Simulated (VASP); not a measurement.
```
FeNi3
1.0
    3.54698     0.00000     0.00000
    0.00000     3.54698     0.00000
    0.00000     0.00000     3.54698
Fe Ni
1 3
Direct
  0.00000   0.00000   0.00000
  0.00000   0.50000   0.50000
  0.50000   0.00000   0.50000
  0.50000   0.50000   0.00000
```
Starting moments (μB, in the order of the record's atoms Fe Ni Ni Ni): 2.8 0.6 0.6 0.6.

The numbers are results of optB86b-vdW, VASP's PBE PAW potentials (set 64) (plane waves; VASP), not measurements. Numerical set-up: 520 eV cut-off, 9×9×9 Γ-centred mesh, first-order Methfessel-Paxton smearing of 0.10 eV, potentials Fe Ni.

**Question.** Give the stress tensor in GPa (positive for a compressed cell).

**Answer.** 
```
-5.88   0.00   0.00
 0.00  -5.88   0.00
 0.00   0.00  -5.88
```
The pressure is its mean diagonal, -5.88 GPa.

The compound is Ni3Fe in the L1_2 structure. This cell is one point of a volume scan, at 1.03 of the reference volume.
